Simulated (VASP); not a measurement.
Cost and result of VASP (PAW) for the lattice constant a of Ag (fcc). Static lattice. The cost counts the five points of the equation of state, each on the mesh and cut-off of its row, so the ratios hold those differences too. With PBE it took about 30 core-seconds. Costs are core time on shared hosts, one run each; read them as rough ratios.

Measured: 4.062 Å at 0 K (as given by Daniel Mejia-Rodriguez et al., Physical Review B (2018), arXiv:1807.09216; static lattice: zero-point anharmonic expansion removed).

```json
[
 {"level": "PBEsol", "k-mesh": "15×15×15", "cut-off (eV)": "520", "lattice constant a (Å)": "4.051", "error (%)": "-0.3", "cost over PBE": "within a factor of 2"},
 {"level": "LDA", "k-mesh": "16×16×16", "cut-off (eV)": "520", "lattice constant a (Å)": "4.003", "error (%)": "-1.4", "cost over PBE": "within a factor of 2"},
 {"level": "PBE", "k-mesh": "15×15×15", "cut-off (eV)": "520", "lattice constant a (Å)": "4.146", "error (%)": "+2.1", "cost over PBE": "reference"},
 {"level": "r2SCAN", "k-mesh": "15×15×15", "cut-off (eV)": "520", "lattice constant a (Å)": "4.105", "error (%)": "+1.1", "cost over PBE": "about 5 times"},
 {"level": "SCAN", "k-mesh": "15×15×15", "cut-off (eV)": "520", "lattice constant a (Å)": "[?]", "error (%)": "[?]", "cost over PBE": "[?]"}
]
```

**Question.** Complete the blanks.

**Answer.** 
- SCAN, lattice constant a (Å): 4.083
- SCAN, error (%): +0.5
- SCAN, cost over PBE: about 6 times

Left out are levels that failed, ran on another kind of processor or have no fit band path; at most nine are shown.

The compound is Ag in the fcc structure.
